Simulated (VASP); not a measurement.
Here is the system:

```yaml
crystal:
  lattice:
    - [0.00000, 2.70078, 2.70078]
    - [2.70078, 0.00000, 2.70078]
    - [2.70078, 2.70078, 0.00000]
  atoms:
    - { symbol: In, position: [0.00000, 0.00000, 0.00000] }
    - { symbol: P, position: [0.25000, 0.25000, 0.25000] }
```

Level of theory: PBEsol GGA, VASP's PBE PAW potentials (set 64) (plane waves; VASP). Settings: 500 eV cut-off, 8×8×8 Γ-centred mesh, Gaussian smearing of 0.050 eV, potentials In_d P.

Unless said otherwise, spin-orbit coupling is left out, though it shifts the bands of the heavy elements here.

Q: What does the run give for the energy per atom (σ→0), pressure, band gap (on the k-mesh) with the smallest direct gap where there is one?

A: 
- band gap (on the k-mesh) = 1.11 eV
- smallest direct gap (on the k-mesh) = 1.85 eV
- energy per atom (σ→0) = -4.153 eV/atom
- pressure = 29.96 GPa

Only differences to runs with the same potentials and settings are physical.

The compound is InP in the zinc blende structure. It was relaxed first under an external pressure of 30 GPa.
